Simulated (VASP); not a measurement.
Given:

```
KBr
1.0
    0.00000     3.28672     3.28672
    3.28672     0.00000     3.28672
    3.28672     3.28672     0.00000
K Br
1 1
Direct
  0.00000   0.00000   0.00000
  0.50000   0.50000   0.50000
```

Level of theory: optB86b-vdW, VASP's PBE PAW potentials (set 64) (plane waves; VASP). Run with 520 eV cut-off, 8×8×8 Γ-centred mesh, tetrahedra with Blöchl corrections, potentials K_sv Br.

Q: Estimate the energy per atom (σ→0), band gap (on the k-mesh) with the smallest direct gap where there is one.

A: 
```yaml
band gap (on the k-mesh): 4.39 eV
smallest direct gap (on the k-mesh): 4.39 eV
energy per atom (σ→0): -1.200 eV/atom
```

The compound is KBr in the rock salt structure. It was relaxed first.
